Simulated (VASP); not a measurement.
OSZICAR of a VASP run on Mg (hcp):

File OSZICAR:
```
       N       E                     dE             d eps       ncg     rms          rms(c)
DAV:   1    -0.687006909972E+01   -0.68701E+01   -0.13751E+03  1008   0.496E+02
DAV:   2    -0.997719067477E+01   -0.31071E+01   -0.28661E+01  1338   0.297E+01
DAV:   3    -0.100020984778E+02   -0.24908E-01   -0.24807E-01  1446   0.360E+00
DAV:   4    -0.100021912218E+02   -0.92744E-04   -0.92710E-04  1386   0.168E-01
DAV:   5    -0.100021916834E+02   -0.46155E-06   -0.46159E-06  1428   0.100E-02    0.951E-01
DAV:   6    -0.991251717764E+01    0.89675E-01   -0.66453E-02  1092   0.228E+00    0.651E-01
DAV:   7    -0.999888523189E+01   -0.86368E-01   -0.32380E-01  1014   0.582E+00    0.167E-01
DAV:   8    -0.992191926800E+01    0.76966E-01   -0.11507E-01  1014   0.311E+00    0.829E-02
DAV:   9    -0.991879540792E+01    0.31239E-02   -0.12461E-01  1062   0.240E+00    0.122E-01
DAV:  10    -0.991831474731E+01    0.48066E-03   -0.48679E-02  1068   0.155E+00    0.425E-02
DAV:  11    -0.992245695161E+01   -0.41422E-02   -0.86098E-02  1050   0.197E+00    0.128E-01
DAV:  12    -0.992004941549E+01    0.24075E-02   -0.42960E-03  1116   0.671E-01    0.830E-02
DAV:  13    -0.992023946543E+01   -0.19005E-03   -0.53632E-03  1056   0.654E-01    0.539E-02
DAV:  14    -0.992051135680E+01   -0.27189E-03   -0.14551E-03  1266   0.277E-01    0.549E-02
DAV:  15    -0.991917963337E+01    0.13317E-02   -0.25501E-02  1038   0.109E+00    0.537E-02
DAV:  16    -0.991957528048E+01   -0.39565E-03   -0.14621E-03  1218   0.503E-01    0.541E-02
DAV:  17    -0.991960839280E+01   -0.33112E-04   -0.63095E-06  1350   0.212E-02    0.545E-02
DAV:  18    -0.991896921355E+01    0.63918E-03   -0.39014E-04  1098   0.155E-01    0.424E-02
DAV:  19    -0.991781313827E+01    0.11561E-02   -0.35516E-03  1050   0.419E-01    0.937E-03
DAV:  20    -0.991770800540E+01    0.10513E-03   -0.26162E-04  1128   0.214E-01    0.512E-03
DAV:  21    -0.991771060141E+01   -0.25960E-05   -0.19915E-05  1074   0.751E-02    0.445E-03
DAV:  22    -0.991767081124E+01    0.39790E-04   -0.37229E-04  1038   0.182E-01    0.383E-03
DAV:  23    -0.991767105699E+01   -0.24575E-06   -0.27681E-05  1104   0.761E-02    0.270E-03
DAV:  24    -0.991766929286E+01    0.17641E-05   -0.33915E-06  1122   0.252E-02    0.250E-03
DAV:  25    -0.991766636820E+01    0.29247E-05   -0.33495E-05  1074   0.391E-02    0.852E-04
DAV:  26    -0.991766516609E+01    0.12021E-05   -0.50776E-06  1068   0.298E-02    0.313E-04
DAV:  27    -0.991766576608E+01   -0.59999E-06   -0.16263E-06  1092   0.177E-02    0.224E-04
DAV:  28    -0.991766583639E+01   -0.70310E-07   -0.21868E-07  1104   0.596E-03
   1 F= -.99176658E+01 E0= -.99173447E+01  d E =-.991767E+01
       N       E                     dE             d eps       ncg     rms          rms(c)
DAV:   1    -0.991823780237E+01   -0.57204E-03   -0.17857E-03  1368   0.238E-01    0.135E-02
DAV:   2    -0.991823301179E+01    0.47906E-05   -0.21413E-05  1122   0.357E-02    0.780E-03
DAV:   3    -0.991823036066E+01    0.26511E-05   -0.43886E-05  1062   0.650E-02    0.188E-03
DAV:   4    -0.991824210622E+01   -0.11746E-04   -0.43065E-05  1032   0.761E-02    0.344E-03
DAV:   5    -0.991823660568E+01    0.55005E-05   -0.24184E-05  1032   0.576E-02    0.129E-03
DAV:   6    -0.991822899164E+01    0.76140E-05   -0.43251E-05  1026   0.732E-02    0.631E-04
DAV:   7    -0.991823078674E+01   -0.17951E-05   -0.41563E-06  1044   0.267E-02    0.147E-04
DAV:   8    -0.991823121986E+01   -0.43312E-06   -0.13356E-06  1038   0.160E-02    0.280E-04
DAV:   9    -0.991823052328E+01    0.69658E-06   -0.79695E-07  1032   0.116E-02    0.694E-05
DAV:  10    -0.991823055241E+01   -0.29136E-07   -0.40523E-08   702   0.234E-03
   2 F= -.99182306E+01 E0= -.99179866E+01  d E =-.564716E-03
       N       E                     dE             d eps       ncg     rms          rms(c)
DAV:   1    -0.991866716590E+01   -0.43664E-03   -0.61513E-03  1368   0.440E-01    0.282E-02
DAV:   2    -0.991864308164E+01    0.24084E-04   -0.87847E-05  1164   0.757E-02    0.164E-02
DAV:   3    -0.991866969370E+01   -0.26612E-04   -0.36354E-04  1056   0.144E-01    0.673E-03
DAV:   4    -0.991865725231E+01    0.12441E-04   -0.10040E-05  1236   0.230E-02    0.580E-03
DAV:   5    -0.991864990811E+01    0.73442E-05   -0.14178E-05  1062   0.379E-02    0.392E-03
DAV:   6    -0.991863846847E+01    0.11440E-04   -0.86598E-05  1038   0.715E-02    0.815E-04
DAV:   7    -0.991864189417E+01   -0.34257E-05   -0.37718E-05  1020   0.903E-02    0.725E-04
DAV:   8    -0.991864148334E+01    0.41083E-06   -0.15679E-05  1020   0.585E-02    0.222E-04
DAV:   9    -0.991863710998E+01    0.43734E-05   -0.85825E-06  1014   0.424E-02    0.441E-04
DAV:  10    -0.991863695999E+01    0.14999E-06   -0.25805E-06  1020   0.222E-02    0.760E-05
DAV:  11    -0.991863740066E+01   -0.44067E-06   -0.10804E-07  1044   0.560E-03    0.339E-05
DAV:  12    -0.991863740923E+01   -0.85700E-08   -0.27398E-08   558   0.287E-03
   3 F= -.99186374E+01 E0= -.99185909E+01  d E =-.971573E-03
```

Problem. Which electronic solver shows in the log?

Solution. It is blocked Davidson (ALGO = Normal, or the opening steps of other solvers). The INCAR had ALGO = Normal.

Problem. Can the final energy be trusted as converged?

Solution. Self-consistency was reached. It stopped with EDIFF = 1E-7, NELM = 100, NSW = 30 and EDIFFG = -0.01 after 3 ionic steps (SCAN meta-GGA, plane waves, VASP's PBE PAW potentials (set 64)).

The compound is Mg in the hcp structure. This cell is one point of a volume scan, at 1.03 of the reference volume. Symmetry was kept, so distortions that lower it aren't found.
